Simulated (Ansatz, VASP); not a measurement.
## HfC: VASP beside Ansatz

Aim: how closely do two programs agree when they are given the same cell, functional and k mesh? The cell is taken from a series of runs on this material, whose earlier steps may have relaxed, scaled, displaced or heated it; both programs get it as it stands.

Main program and level: Ansatz 0.2.0; plane waves, with VASP 6.6.1 beside it; zone-centre phonons at LDA.

**1. Set-up**

It takes space group I4/mmm (No. 139, tetragonal). Conventional cell: a = 3.228 Å, b = 3.228 Å, c = 4.618 Å, α = 90.00°, β = 90.00°, γ = 90.00°. C has 6 Hf at 2.28 to 2.31 Å nearest. Nearest to Hf lie 6 C at 2.28 to 2.31 Å. Farther neighbours are not listed.

As a file:

```
C Hf
1.0
     0.00000    2.28277    2.30924
     2.28277    0.00000    2.30924
     2.28277    2.28277    0.00000
C Hf
1 1
Direct
  0.00000 0.00000 0.00000
  0.50000 0.50000 0.50000
```

**2. VASP: zone-centre phonons, LDA**

Second derivatives magnify differences that forces hide, and they need a tight electronic threshold.

Lines of VASP's logs that name or quote its potential files are left out, and so is its time.

INCAR reads:

```
SYSTEM = HfC
PREC = Accurate
ENCUT = 600
EDIFF = 1E-08
NELM = 120
ISMEAR = 1
SIGMA = 0.2
LREAL = .FALSE.
ALGO = Normal
GGA = PW92
NBANDS = 13
LASPH = .TRUE.
LORBIT = 11
LWAVE = .FALSE.
LCHARG = .FALSE.
ISIF = 2
IBRION = 8
GGA_COMPAT = .FALSE.
KPAR = 2
```

POSCAR reads:

```
HfC
1.0
    0.0000000000      2.2827684276      2.3092363239
    2.2827684276      0.0000000000      2.3092363239
    2.2827684276      2.2827684276      0.0000000000
C Hf
1 1
Direct
    0.0000000000      0.0000000000      0.0000000000
    0.5000000000      0.5000000000      0.5000000000
```

KPOINTS reads:

```
Automatic mesh
0
Gamma
16 16 16
0 0 0
```

The projector-augmented-wave data sets are C and Hf_pv (LDA family, release 64).

Launch:

```console
$ mpirun -np 2 vasp_std
```

Numbers of over 12 decimals in the logs are rounded to 6 here.

Output:

```text
[banner, memory and clock lines left out]
running    2 mpi-ranks, on    1 nodes
 distrk:  each k-point on    1 cores,    2 groups
 distr:  one band on    1 cores,    1 groups

 POSCAR found type information on POSCAR C Hf
 POSCAR found :  2 types and       2 ions
|                                                                             |
|               ----> ADVICE to this user running VASP <----                  |
|                                                                             |
|     You enforced a specific xc type in the INCAR file but a different       |
|     [... a line on the potential file left out ...]
|     I HOPE YOU KNOW WHAT YOU ARE DOING!                                     |
|                                                                             |

 LDA part: xc-table for (Slater(with rela. corr.)+PW92), standard interpolation
 POSCAR, INCAR and KPOINTS ok, starting setup
 FFT: planning ... GRIDC
 FFT: planning ... GRID_SOFT
 FFT: planning ... GRID
 WAVECAR not read
 entering main loop
       N       E                     dE             d eps       ncg     rms          rms(c)
DAV:   1     0.237090886716E+02    0.23709E+02   -0.85535E+03  9082   0.118E+03
DAV:   2    -0.243176873126E+02   -0.48027E+02   -0.44860E+02 11532   0.221E+02
DAV:   3    -0.260311874107E+02   -0.17135E+01   -0.17043E+01 11324   0.297E+01
DAV:   4    -0.260408937156E+02   -0.97063E-02   -0.97025E-02 10230   0.266E+00
DAV:   5    -0.260409630367E+02   -0.69321E-04   -0.69319E-04 11468   0.205E-01    0.627E+01
DAV:   6    -0.229868884345E+02    0.30541E+01   -0.13908E+01 10424   0.197E+01    0.444E+01
DAV:   7    -0.229133870543E+02    0.73501E-01   -0.61026E-01 10574   0.551E+00    0.253E+01
DAV:   8    -0.228978404221E+02    0.15547E-01   -0.63408E-02 11014   0.194E+00    0.567E+00
DAV:   9    -0.228921070445E+02    0.57334E-02   -0.26622E-02 10804   0.869E-01    0.187E+00
DAV:  10    -0.228916463176E+02    0.46073E-03   -0.17382E-03 11026   0.306E-01    0.717E-02
DAV:  11    -0.228916458617E+02    0.45589E-06   -0.76343E-05 10744   0.780E-02    0.660E-02
DAV:  12    -0.228916456270E+02    0.23476E-06   -0.16976E-06 11449   0.110E-02    0.289E-02
DAV:  13    -0.228916453606E+02    0.26633E-06   -0.69077E-07 10824   0.453E-03    0.155E-03
DAV:  14    -0.228916453638E+02   -0.31650E-08   -0.23503E-08 10219   0.127E-03
   1 F= -.22891645E+02 E0= -.22891416E+02  d E =-.687199E-03
 Linear response reoptimize wavefunctions to high precision
DAV:   1    -0.228916453643E+02   -0.50068E-09   -0.60877E-10  7817   0.219E-04
DAV:   2    -0.228916453643E+02   -0.20691E-10   -0.80054E-11  5882   0.805E-05
 Linear response DOF=           4
 Linear response progress:
  Degree of freedom:   1/  4
       N       E                     dE             d eps       ncg     rms          rms(c)
RMM:   1    -0.124174803755E+00   -0.12417E+00    0.17920E-02 35429   0.195E+00
RMM:   2    -0.118983574775E+00    0.51912E-02   -0.37208E-03 25860   0.370E-01    0.467E-01
RMM:   3    -0.119308349661E+00   -0.32477E-03   -0.75216E-04 23580   0.156E-01    0.242E-01
RMM:   4    -0.120276851283E+00   -0.96850E-03   -0.44741E-04 23986   0.117E-01    0.390E-02
RMM:   5    -0.120273759260E+00    0.30920E-05   -0.11724E-05 26599   0.253E-02    0.114E-02
RMM:   6    -0.120273308575E+00    0.45068E-06   -0.40048E-07 28699   0.420E-03    0.464E-03
RMM:   7    -0.120261140379E+00    0.12168E-04   -0.10425E-07 27781   0.216E-03    0.290E-03
RMM:   8    -0.120264565412E+00   -0.34250E-05   -0.16593E-08 29607   0.704E-04    0.302E-04
RMM:   9    -0.120263937846E+00    0.62757E-06    0.44815E-09 31045   0.135E-04    0.219E-04
RMM:  10    -0.120263921990E+00    0.15856E-07   -0.96423E-09 31380   0.369E-05    0.351E-05
RMM:  11    -0.120263934636E+00   -0.12646E-07   -0.75433E-09 30088   0.176E-05    0.935E-06
RMM:  12    -0.120263966454E+00   -0.31818E-07   -0.93147E-09 28958   0.130E-05    0.107E-05
RMM:  13    -0.120263966021E+00    0.43297E-09   -0.83725E-09 21078   0.104E-05    0.279E-06
 first order change of Fermi-energy  -0.11199E-02
 force on displaced ion       1 direction 1 :  -8.961   0.000   0.000
 Linear response progress:
  Degree of freedom:   2/  4
       N       E                     dE             d eps       ncg     rms          rms(c)
RMM:   1    -0.122846295264E+00   -0.12285E+00    0.22253E-02 19807   0.191E+00
RMM:   2    -0.118440999819E+00    0.44053E-02   -0.33913E-03 14544   0.357E-01    0.410E-01
RMM:   3    -0.118766014661E+00   -0.32501E-03   -0.69301E-04 13141   0.150E-01    0.211E-01
RMM:   4    -0.119707223688E+00   -0.94121E-03   -0.43084E-04 13349   0.114E-01    0.357E-02
RMM:   5    -0.119705343964E+00    0.18797E-05   -0.10945E-05 14922   0.242E-02    0.109E-02
RMM:   6    -0.119704429598E+00    0.91437E-06   -0.38799E-07 15995   0.412E-03    0.454E-03
RMM:   7    -0.119693600538E+00    0.10829E-04   -0.89969E-08 15544   0.200E-03    0.284E-03
RMM:   8    -0.119696266456E+00   -0.26659E-05   -0.13928E-08 16631   0.653E-04    0.344E-04
RMM:   9    -0.119695973224E+00    0.29323E-06   -0.79690E-09 17280   0.113E-04    0.201E-04
RMM:  10    -0.119695950110E+00    0.23114E-07   -0.27526E-10 17410   0.324E-05    0.291E-05
RMM:  11    -0.119695958152E+00   -0.80418E-08   -0.15071E-08 16615   0.157E-05    0.111E-05
 first order change of Fermi-energy   0.26979E-02
 force on displaced ion       1 direction 3 :   0.000   0.000  -7.642
 Linear response progress:
  Degree of freedom:   3/  4
       N       E                     dE             d eps       ncg     rms          rms(c)
RMM:   1    -0.212254611590E+00   -0.21225E+00    0.37785E+00 17980   0.118E+01
RMM:   2    -0.208025727379E+00    0.42289E-02   -0.30426E-02 24912   0.127E+00    0.567E-01
RMM:   3    -0.207354671591E+00    0.67106E-03   -0.96301E-04 30999   0.149E-01    0.232E-01
RMM:   4    -0.206884633522E+00    0.47004E-03   -0.81501E-05 33328   0.512E-02    0.143E-01
RMM:   5    -0.206476250530E+00    0.40838E-03   -0.30884E-05 33782   0.358E-02    0.145E-02
RMM:   6    -0.206471583460E+00    0.46671E-05   -0.38909E-06 33567   0.105E-02    0.652E-03
RMM:   7    -0.206481663287E+00   -0.10080E-04   -0.40404E-06 36442   0.253E-03    0.678E-03
RMM:   8    -0.206482776814E+00   -0.11135E-05   -0.34410E-06 36359   0.597E-04    0.170E-03
RMM:   9    -0.206483272494E+00   -0.49568E-06   -0.25736E-06 36790   0.300E-04    0.112E-04
RMM:  10    -0.206483577586E+00   -0.30509E-06   -0.14539E-06 36101   0.114E-04    0.112E-04
RMM:  11    -0.206483644447E+00   -0.66860E-07   -0.69716E-07 38769   0.505E-05    0.963E-05
RMM:  12    -0.206483666451E+00   -0.22005E-07   -0.27571E-07 36358   0.287E-05    0.357E-05
RMM:  13    -0.206483683985E+00   -0.17534E-07   -0.11171E-07 34485   0.209E-05    0.809E-06
RMM:  14    -0.206483681137E+00    0.28487E-08   -0.23275E-08 27164   0.168E-05    0.870E-06
 first order change of Fermi-energy   0.14128E-02
 force on displaced ion       2 direction 1 :  -8.957   0.000   0.000
 Linear response progress:
  Degree of freedom:   4/  4
       N       E                     dE             d eps       ncg     rms          rms(c)
RMM:   1    -0.213245987421E+00   -0.21325E+00    0.36730E+00 10219   0.117E+01
RMM:   2    -0.209202518140E+00    0.40435E-02   -0.30219E-02 14029   0.126E+00    0.526E-01
RMM:   3    -0.208582895905E+00    0.61962E-03   -0.94689E-04 17207   0.144E-01    0.203E-01
RMM:   4    -0.208150354439E+00    0.43254E-03   -0.70966E-05 18525   0.471E-02    0.133E-01
RMM:   5    -0.207744102212E+00    0.40625E-03   -0.27810E-05 18762   0.344E-02    0.133E-02
RMM:   6    -0.207737306709E+00    0.67955E-05   -0.25649E-06 18849   0.974E-03    0.500E-03
RMM:   7    -0.207749454350E+00   -0.12148E-04   -0.71893E-07 19967   0.236E-03    0.584E-03
RMM:   8    -0.207750566112E+00   -0.11118E-05   -0.20600E-06 20330   0.536E-04    0.133E-03
RMM:   9    -0.207750854193E+00   -0.28808E-06   -0.16068E-06 20408   0.263E-04    0.439E-05
RMM:  10    -0.207751120824E+00   -0.26663E-06   -0.10075E-06 20155   0.978E-05    0.828E-05
RMM:  11    -0.207751179090E+00   -0.58266E-07   -0.47215E-07 21780   0.429E-05    0.752E-05
RMM:  12    -0.207751191489E+00   -0.12398E-07   -0.21868E-07 19303   0.232E-05    0.246E-05
RMM:  13    -0.207751201752E+00   -0.10263E-07   -0.11403E-07 17756   0.173E-05    0.323E-06
RMM:  14    -0.207751200672E+00    0.10800E-08   -0.43161E-08 14397   0.143E-05    0.493E-06
 first order change of Fermi-energy  -0.24459E-02
 force on displaced ion       2 direction 3 :   0.000   0.000  -7.643
 Linear response finished
```

OUTCAR, selected parts (step 2):

```text
ion  position               nearest neighbor table
   1  0.000  0.000  0.000-   2 2.28   2 2.28   2 2.28   2 2.28   2 2.31   2 2.31
   2  0.500  0.500  0.500-   1 2.28   1 2.28   1 2.28   1 2.28   1 2.31   1 2.31

  LATTYP: Found a body centered tetragonal cell.
 ALAT       =     3.2283220701
 C/A-ratio  =     1.4306108708

 Subroutine GETGRP returns: Found 16 space group operations
 (whereof 16 operations were pure point group operations)

The static configuration has the point symmetry D_4h.

 Found    349 irreducible k-points:

   k-points           NKPTS =    349   k-points in BZ     NKDIM =    349   number of bands    NBANDS=     13

   dimension x,y,z NGX =    28 NGY =   28 NGZ =   28
   dimension x,y,z NGXF=    56 NGYF=   56 NGZF=   56

   ENCUT  =  600.0 eV  44.10 Ry    6.64 a.u.   6.49  6.49  6.45*2*pi/ulx,y,z

   NELECT =      14.0000    total number of electrons

 k-points in reciprocal lattice and weights: Automatic mesh
   0.00000000  0.00000000  0.00000000       0.000
   0.06250000  0.00000000  0.00000000       0.002
   0.12500000  0.00000000  0.00000000       0.002
   0.18750000  0.00000000  0.00000000       0.002
   0.25000000  0.00000000  0.00000000       0.002
   0.31250000  0.00000000  0.00000000       0.002
   0.37500000  0.00000000  0.00000000       0.002
   0.43750000 -0.00000000  0.00000000       0.002
   0.50000000  0.00000000  0.00000000       0.001
[...]
-0.31250000  0.18750000  0.50000000       0.001
  -0.25000000  0.25000000  0.50000000       0.000

 average (electrostatic) potential at core
       1 -51.5398       2 -35.2070

  Total        0.0368733      0.0368733     -0.7331120      0.0000000      0.0000000     -0.0000000
  in kB        2.4547146      2.4547146    -48.8043831      0.0000000      0.0000000     -0.0000000
  external PRESSURE =     -14.6316513 kB  Pullay stress =       0.0000000 kB

  energy-cutoff  :      600.00
  volume of cell :       24.07
      direct lattice vectors                 reciprocal lattice vectors
     0.000000000  2.282768428  2.309236324    -0.219032292  0.219032292  0.216521798
     2.282768428  0.000000000  2.309236324     0.219032292 -0.219032292  0.216521798
     2.282768428  2.282768428  0.000000000     0.219032292  0.219032292 -0.216521798

 POSITION                                       TOTAL-FORCE (eV/Angst)
 -----------------------------------------------------------------------------------
      0.00000      0.00000      0.00000         0.000000     -0.000000      0.000000
      2.28277      2.28277      2.30924        -0.000000      0.000000     -0.000000
 -----------------------------------------------------------------------------------
    total drift:                                0.000000      0.000000      0.000000

 Eigenvectors and eigenvalues of the dynamical matrix
 ----------------------------------------------------

   1 f  =   13.950266 THz    87.652104 2PiTHz  465.330772 cm-1    57.693637 meV
             X         Y         Z           dx          dy          dz
      0.000000  0.000000  0.000000     0.000000    0.967977    0.000000
      2.282768  2.282768  2.309236     0.000000   -0.251037    0.000000

   2 f  =   13.950266 THz    87.652104 2PiTHz  465.330772 cm-1    57.693637 meV
             X         Y         Z           dx          dy          dz
      0.000000  0.000000  0.000000     0.967977    0.000000    0.000000
      2.282768  2.282768  2.309236    -0.251037    0.000000    0.000000

   3 f  =   12.883014 THz    80.946366 2PiTHz  429.731099 cm-1    53.279842 meV
             X         Y         Z           dx          dy          dz
      0.000000  0.000000  0.000000     0.000000    0.000000    0.967959
      2.282768  2.282768  2.309236     0.000000    0.000000   -0.251108

   4 f/i=    0.000150 THz     0.000945 2PiTHz    0.005016 cm-1     0.000622 meV
             X         Y         Z           dx          dy          dz
      0.000000  0.000000  0.000000     0.000000    0.000000   -0.251108
      2.282768  2.282768  2.309236     0.000000    0.000000   -0.967959

   5 f/i=    0.000857 THz     0.005384 2PiTHz    0.028581 cm-1     0.003544 meV
             X         Y         Z           dx          dy          dz
      0.000000  0.000000  0.000000     0.000000   -0.251037    0.000000
      2.282768  2.282768  2.309236     0.000000   -0.967977    0.000000

   6 f/i=    0.000857 THz     0.005384 2PiTHz    0.028581 cm-1     0.003544 meV
             X         Y         Z           dx          dy          dz
      0.000000  0.000000  0.000000    -0.251037    0.000000    0.000000
      2.282768  2.282768  2.309236    -0.967977    0.000000    0.000000

 ELASTIC MODULI CONTR FROM IONIC RELAXATION (kBar)
 Direction    XX          YY          ZZ          XY          YZ          ZX
 --------------------------------------------------------------------------------
 XX           0.0000      0.0000      0.0000      0.0000      0.0000      0.0000
 YY           0.0000      0.0000      0.0000      0.0000      0.0000      0.0000
 ZZ           0.0000      0.0000      0.0000      0.0000      0.0000      0.0000
 XY           0.0000      0.0000      0.0000      0.0000      0.0000      0.0000
 YZ           0.0000      0.0000      0.0000      0.0000      0.0000      0.0000
 ZX           0.0000      0.0000      0.0000      0.0000      0.0000      0.0000
 --------------------------------------------------------------------------------
```

[end of part 1 of 2]

[Lines on the potential files, build, host, timing and source positions are cut from VASP's logs without a mark.]

[Logs are printed without paths, hosts, clocks, repeated set-up lines and the standing remarks that a program may print on its own settings, such as how far it seeks lower states.]

[Hosts, paths, dates, database ids (printed as entryN), source tags and the programs' standing remarks are cut or masked in the printed files.]
